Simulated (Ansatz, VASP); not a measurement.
# Hf (Hafnium) in two plane-wave programs

Wanted: the spread between two codes on one cell, functional and k mesh. The cell is taken from a series of runs on this material, whose earlier steps may have relaxed, scaled, displaced or heated it; both programs get it as it stands.

Program: Ansatz 0.2.0. Level of theory: plane waves, with VASP 6.6.1 beside it; zone-centre phonons at LDA. Results are calculated unless marked as measured.

**1. The starting structure**

Symmetry: P6_3/mmc, No. 194, hexagonal system. The conventional cell has a = 3.075 Å, b = 3.075 Å, c = 4.883 Å, α = 90.00°, β = 90.00°, γ = 120.00°. Nearest to Hf lie 12 Hf at 3.02 to 3.08 Å.

Coordinates:

```cif
data_structure
_symmetry_space_group_name_H-M 'P6_3/mmc'
_symmetry_Int_Tables_number 194
_cell_length_a 3.0751
_cell_length_b 3.0751
_cell_length_c 4.8833
_cell_angle_alpha 90.000
_cell_angle_beta 90.000
_cell_angle_gamma 120.000
_cell_volume 39.99
loop_
_atom_site_label
_atom_site_type_symbol
_atom_site_symmetry_multiplicity
_atom_site_Wyckoff_symbol
_atom_site_fract_x
_atom_site_fract_y
_atom_site_fract_z
_atom_site_occupancy
Hf1 Hf 2 c 0.33333 0.66667 0.25000 1
```

**2. VASP: zone-centre phonons, LDA**

Second derivatives magnify differences that forces hide, and they need a tight electronic threshold.

Lines of VASP's logs that name or quote its potential files are left out, and so is its time.

INCAR

```
SYSTEM = Hf
PREC = Accurate
ENCUT = 500
EDIFF = 1E-08
NELM = 120
ISMEAR = 1
SIGMA = 0.2
LREAL = .FALSE.
ALGO = Normal
GGA = CA
NBANDS = 16
LASPH = .TRUE.
LORBIT = 11
LWAVE = .FALSE.
LCHARG = .FALSE.
ISIF = 2
IBRION = 8
GGA_COMPAT = .FALSE.
KPAR = 2
```

POSCAR

```
Hf
1.0
    3.0750806365      0.0000000000      0.0000000000
   -1.5375403183      2.6630979499      0.0000000000
    0.0000000000      0.0000000000      4.8833160014
Hf
2
Direct
    0.3333333333      0.6666666667      0.2500000000
    0.6666666667      0.3333333333      0.7500000000
```

KPOINTS

```
Automatic mesh
0
Gamma
15 15 8
0 0 0
```

The projector-augmented-wave data sets are Hf_pv (LDA family, release 64).

The run is started by

```console
$ mpirun -np 2 vasp_std
```

Numbers of over 12 decimals in the logs are rounded to 6 here.

The log of the run:

```text
[banner, memory and clock lines left out]
running    2 mpi-ranks, on    1 nodes
 distrk:  each k-point on    1 cores,    2 groups
 distr:  one band on    1 cores,    1 groups

 POSCAR found type information on POSCAR Hf
 POSCAR found :  1 types and       2 ions
 LDA part: xc-table for (Slater(with rela. corr.)+CA(PZ))
 , standard interpolation
 POSCAR, INCAR and KPOINTS ok, starting setup
 FFT: planning ... GRIDC
 FFT: planning ... GRID_SOFT
 FFT: planning ... GRID
 WAVECAR not read
 entering main loop
       N       E                     dE             d eps       ncg     rms          rms(c)
DAV:   1     0.465954557995E+02    0.46595E+02   -0.11382E+04  4344   0.117E+03
DAV:   2    -0.205317813902E+02   -0.67127E+02   -0.65649E+02  5744   0.251E+02
DAV:   3    -0.220117655430E+02   -0.14800E+01   -0.14728E+01  5696   0.260E+01
DAV:   4    -0.220216195378E+02   -0.98540E-02   -0.98499E-02  5272   0.256E+00
DAV:   5    -0.220217248464E+02   -0.10531E-03   -0.10530E-03  5688   0.221E-01    0.702E+01
DAV:   6    -0.215426022200E+02    0.47912E+00   -0.39435E-01  5184   0.425E+00    0.414E+01
DAV:   7    -0.213682972996E+02    0.17430E+00   -0.63670E-01  5312   0.521E+00    0.189E+00
DAV:   8    -0.213606639243E+02    0.76334E-02   -0.38444E-02  5016   0.140E+00    0.341E-01
DAV:   9    -0.213607377624E+02   -0.73838E-04   -0.84337E-04  5752   0.212E-01    0.171E-01
DAV:  10    -0.213607361789E+02    0.15836E-05   -0.44390E-05  5072   0.486E-02    0.214E-01
DAV:  11    -0.213607324862E+02    0.36927E-05   -0.52350E-06  5544   0.157E-02    0.123E-02
DAV:  12    -0.213607324597E+02    0.26450E-07   -0.45423E-07  5256   0.469E-03    0.686E-03
DAV:  13    -0.213607324483E+02    0.11376E-07   -0.23142E-08  4312   0.114E-03    0.905E-04
DAV:  14    -0.213607324485E+02   -0.17235E-09   -0.15795E-09  3048   0.334E-04
   1 F= -.21360732E+02 E0= -.21361406E+02  d E =0.202091E-02
 Linear response reoptimize wavefunctions to high precision
DAV:   1    -0.213607324484E+02    0.10505E-09   -0.26239E-10  3312   0.128E-04
DAV:   2    -0.213607324484E+02   -0.36380E-11   -0.47027E-11  2616   0.532E-05
 Linear response DOF=           2
 Linear response progress:
  Degree of freedom:   1/  2
       N       E                     dE             d eps       ncg     rms          rms(c)
RMM:   1    -0.195919278629E+00   -0.19592E+00    0.46593E+00 18691   0.118E+01
RMM:   2    -0.200039663630E+00   -0.41204E-02   -0.37667E-02 27638   0.120E+00    0.609E-01
RMM:   3    -0.199328760887E+00    0.71090E-03   -0.40945E-03 35003   0.250E-01    0.128E-01
RMM:   4    -0.198993032981E+00    0.33573E-03   -0.44656E-04 41094   0.856E-02    0.195E-01
RMM:   5    -0.198607604596E+00    0.38543E-03   -0.43517E-05 37701   0.362E-02    0.202E-02
RMM:   6    -0.198541087243E+00    0.66517E-04   -0.59614E-05 42557   0.126E-02    0.299E-02
RMM:   7    -0.198550270156E+00   -0.91829E-05   -0.58302E-05 38170   0.653E-03    0.427E-02
RMM:   8    -0.198540345094E+00    0.99251E-05   -0.15160E-05 38874   0.263E-03    0.149E-02
RMM:   9    -0.198538586097E+00    0.17590E-05   -0.16019E-05 41490   0.108E-03    0.540E-03
RMM:  10    -0.198538920907E+00   -0.33481E-06   -0.75888E-06 42524   0.338E-04    0.117E-03
RMM:  11    -0.198538570973E+00    0.34993E-06   -0.45399E-06 40485   0.232E-04    0.595E-04
RMM:  12    -0.198538568977E+00    0.19962E-08   -0.21937E-06 40535   0.858E-05    0.171E-05
RMM:  13    -0.198538597587E+00   -0.28610E-07   -0.12785E-06 40143   0.394E-05    0.972E-05
RMM:  14    -0.198538606801E+00   -0.92137E-08   -0.59702E-07 35883   0.252E-05    0.727E-06
RMM:  15    -0.198538614567E+00   -0.77664E-08   -0.32782E-07 32844   0.193E-05    0.201E-05
RMM:  16    -0.198538616843E+00   -0.22757E-08   -0.17124E-07 26755   0.164E-05    0.598E-06
RMM:  17    -0.198538619488E+00   -0.26447E-08   -0.92600E-08 25579   0.150E-05    0.674E-07
 first order change of Fermi-energy  -0.48672E-05
 force on displaced ion       1 direction 1 :  -1.516  -0.000   0.000
 Linear response progress:
  Degree of freedom:   2/  2
       N       E                     dE             d eps       ncg     rms          rms(c)
RMM:   1    -0.240397849973E+00   -0.24040E+00    0.49967E+00  6455   0.122E+01
RMM:   2    -0.249911016501E+00   -0.95132E-02   -0.43831E-02  9555   0.124E+00    0.771E-01
RMM:   3    -0.249195646017E+00    0.71537E-03   -0.34132E-03 11004   0.278E-01    0.226E-01
RMM:   4    -0.248994493702E+00    0.20115E-03   -0.67457E-05 13165   0.930E-02    0.206E-01
RMM:   5    -0.248771143106E+00    0.22335E-03    0.53460E-05 12876   0.419E-02    0.484E-02
RMM:   6    -0.248710857790E+00    0.60285E-04   -0.12349E-05 11210   0.172E-02    0.396E-02
RMM:   7    -0.248731654248E+00   -0.20796E-04   -0.29243E-05 12388   0.621E-03    0.120E-02
RMM:   8    -0.248730230178E+00    0.14241E-05    0.22296E-05 13302   0.282E-03    0.240E-03
RMM:   9    -0.248724554359E+00    0.56758E-05    0.93789E-06 13601   0.132E-03    0.119E-03
RMM:  10    -0.248724547366E+00    0.69933E-08    0.55781E-06 12804   0.456E-04    0.412E-04
RMM:  11    -0.248724327481E+00    0.21988E-06    0.57319E-06 13104   0.189E-04    0.715E-05
RMM:  12    -0.248724520197E+00   -0.19272E-06    0.23962E-06 13607   0.696E-05    0.495E-05
RMM:  13    -0.248724588614E+00   -0.68417E-07    0.86961E-07 13528   0.367E-05    0.202E-05
RMM:  14    -0.248724597123E+00   -0.85089E-08    0.59012E-07 13671   0.233E-05    0.642E-06
RMM:  15    -0.248724630569E+00   -0.33446E-07   -0.12842E-08 12921   0.167E-05    0.337E-06
RMM:  16    -0.248724626059E+00    0.45102E-08   -0.36384E-08  9537   0.137E-05    0.795E-07
 first order change of Fermi-energy  -0.15272E-03
 force on displaced ion       1 direction 3 :  -0.000   0.000  -5.453
 Linear response finished
```

OUTCAR, selected parts (step 2):

```text
ion  position               nearest neighbor table
   1  0.333  0.667  0.250-   2 3.02   2 3.02   2 3.02   2 3.02   2 3.02   2 3.02
   2  0.667  0.333  0.750-   1 3.02   1 3.02   1 3.02   1 3.02   1 3.02   1 3.02

  LATTYP: Found a hexagonal cell.
 ALAT       =     3.0750806365
 C/A-ratio  =     1.5880286011

 Subroutine GETGRP returns: Found 24 space group operations
 (whereof 12 operations were pure point group operations)

The static configuration has the point symmetry D_3d.
 The point group associated with its full space group is D_6h.

 Found    135 irreducible k-points:

   k-points           NKPTS =    135   k-points in BZ     NKDIM =    135   number of bands    NBANDS=     16

   dimension x,y,z NGX =    24 NGY =   24 NGZ =   36
   dimension x,y,z NGXF=    48 NGYF=   48 NGZF=   72

   ENCUT  =  500.0 eV  36.75 Ry    6.06 a.u.   5.61  5.61  8.90*2*pi/ulx,y,z

   NELECT =      20.0000    total number of electrons

 k-points in reciprocal lattice and weights: Automatic mesh
   0.00000000  0.00000000  0.00000000       0.001
   0.06666667 -0.00000000  0.00000000       0.003
   0.13333333 -0.00000000  0.00000000       0.003
   0.20000000  0.00000000  0.00000000       0.003
   0.26666667 -0.00000000  0.00000000       0.003
   0.33333333 -0.00000000  0.00000000       0.003
   0.40000000  0.00000000  0.00000000       0.003
   0.46666667 -0.00000000  0.00000000       0.003
   0.06666667  0.06666667  0.00000000       0.003
[...]
0.33333333  0.26666667  0.50000000       0.007
   0.33333333  0.33333333  0.50000000       0.001

 average (electrostatic) potential at core
       1 -36.5043       2 -36.5043

  Total        1.3462977      1.3462977      1.3416692     -0.0000000     -0.0000000     -0.0000000
  in kB       53.9377956     53.9377957     53.7523630     -0.0000000     -0.0000000     -0.0000000
  external PRESSURE =      53.8759848 kB  Pullay stress =       0.0000000 kB

  energy-cutoff  :      500.00
  volume of cell :       39.99
      direct lattice vectors                 reciprocal lattice vectors
     3.075080637  0.000000000  0.000000000     0.325194724  0.187751262  0.000000000
    -1.537540318  2.663097950  0.000000000     0.000000000  0.375502523  0.000000000
     0.000000000  0.000000000  4.883316001     0.000000000  0.000000000  0.204778884

 POSITION                                       TOTAL-FORCE (eV/Angst)
 -----------------------------------------------------------------------------------
     -0.00000      1.77540      1.22083        -0.000000      0.000000      0.000000
      1.53754      0.88770      3.66249         0.000000     -0.000000      0.000000
 -----------------------------------------------------------------------------------
    total drift:                               -0.000000      0.000000     -0.000000

 Eigenvectors and eigenvalues of the dynamical matrix
 ----------------------------------------------------

   1 f  =    3.864360 THz    24.280488 2PiTHz  128.901166 cm-1    15.981701 meV
             X         Y         Z           dx          dy          dz
     -0.000000  1.775399  1.220829    -0.000000    0.000000   -0.707107
      1.537540  0.887699  3.662487     0.000000    0.000000    0.707107

   2 f  =    2.037431 THz    12.801556 2PiTHz   67.961380 cm-1     8.426133 meV
             X         Y         Z           dx          dy          dz
     -0.000000  1.775399  1.220829     0.472504   -0.526061   -0.000000
      1.537540  0.887699  3.662487    -0.472504    0.526061    0.000000

   3 f  =    2.037431 THz    12.801556 2PiTHz   67.961380 cm-1     8.426133 meV
             X         Y         Z           dx          dy          dz
     -0.000000  1.775399  1.220829     0.526061    0.472504   -0.000000
      1.537540  0.887699  3.662487    -0.526061   -0.472504    0.000000

   4 f  =    0.000000 THz     0.000000 2PiTHz    0.000001 cm-1     0.000000 meV
             X         Y         Z           dx          dy          dz
     -0.000000  1.775399  1.220829     0.282586   -0.648186   -0.000000
      1.537540  0.887699  3.662487     0.282586   -0.648186    0.000000

   5 f  =    0.000000 THz     0.000000 2PiTHz    0.000000 cm-1     0.000000 meV
             X         Y         Z           dx          dy          dz
     -0.000000  1.775399  1.220829     0.000000    0.000000    0.707107
      1.537540  0.887699  3.662487    -0.000000    0.000000    0.707107

   6 f/i=    0.000000 THz     0.000000 2PiTHz    0.000001 cm-1     0.000000 meV
             X         Y         Z           dx          dy          dz
     -0.000000  1.775399  1.220829    -0.648186   -0.282586   -0.000000
      1.537540  0.887699  3.662487    -0.648186   -0.282586    0.000000

 ELASTIC MODULI CONTR FROM IONIC RELAXATION (kBar)
 Direction    XX          YY          ZZ          XY          YZ          ZX
 --------------------------------------------------------------------------------
 XX        -173.7079    173.7079      0.0000      0.0000      0.0000      0.0000
 YY         173.7079   -173.7079     -0.0000      0.0000     -0.0000     -0.0000
 ZZ           0.0000     -0.0000     -0.0000      0.0000     -0.0000     -0.0000
 XY           0.0000      0.0000      0.0000   -173.7079     -0.0000     -0.0000
 YZ           0.0000     -0.0000     -0.0000     -0.0000     -0.0000     -0.0000
 ZX           0.0000     -0.0000     -0.0000     -0.0000     -0.0000     -0.0000
 --------------------------------------------------------------------------------
```

(Part 1 of 2 ends here.)

[Lines on the potential files, build, host, timing and source positions are cut from VASP's logs without a mark.]

[Logs are printed without paths, hosts, clocks, repeated set-up lines and the standing remarks that a program may print on its own settings, such as how far it seeks lower states.]

[Hosts, paths, dates, database ids (printed as entryN), source tags and the programs' standing remarks are cut or masked in the printed files.]
